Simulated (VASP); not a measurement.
OSZICAR of a VASP run on GaN (zinc blende):

### OSZICAR
```
       N       E                     dE             d eps       ncg     rms          rms(c)
DAV:   1     0.987730767546E+02    0.98773E+02   -0.10811E+04  1280   0.281E+03
DAV:   2    -0.600387063479E+01   -0.10478E+03   -0.98784E+02  1367   0.403E+02
DAV:   3    -0.140142574659E+02   -0.80104E+01   -0.79626E+01  1402   0.991E+01
DAV:   4    -0.141477522183E+02   -0.13349E+00   -0.13339E+00  1419   0.141E+01
DAV:   5    -0.141499027781E+02   -0.21506E-02   -0.21505E-02  1381   0.159E+00    0.797E+00
DAV:   6    -0.120237754176E+02    0.21261E+01   -0.59020E+00  1878   0.524E+01    0.266E+00
DAV:   7    -0.120410321339E+02   -0.17257E-01   -0.41817E-01  1232   0.804E+00    0.178E+00
DAV:   8    -0.120359952326E+02    0.50369E-02   -0.55029E-02  1362   0.473E+00    0.639E-01
DAV:   9    -0.120319158893E+02    0.40793E-02   -0.20222E-02  1832   0.405E+00    0.160E-01
DAV:  10    -0.120320742849E+02   -0.15840E-03   -0.16251E-03  1460   0.735E-01    0.367E-02
DAV:  11    -0.120320563792E+02    0.17906E-04   -0.20683E-04  1788   0.242E-01    0.197E-02
DAV:  12    -0.120320606153E+02   -0.42361E-05   -0.18703E-05  1377   0.611E-02    0.793E-03
DAV:  13    -0.120320604610E+02    0.15436E-06   -0.10593E-06   916   0.121E-02
   1 F= -.93607638E+01 E0= -.93607638E+01  d E =-.936076E+01
```

**Question.** Which electronic solver shows in the log?

**Answer.** It is blocked Davidson (ALGO = Normal, or the opening steps of other solvers). The INCAR had ALGO = Normal.

**Question.** Can the final energy be trusted as converged?

**Answer.** Self-consistency was reached. It stopped with EDIFF = 1E-6, NELM = 100, NSW = 40 and EDIFFG = -0.02 after 1 ionic step (PBE GGA, plane waves, VASP's PBE PAW potentials (set 64)).

The compound is GaN in the zinc blende structure, a metastable form; wurtzite is the usual one. It was relaxed first under an external pressure of 20 GPa.
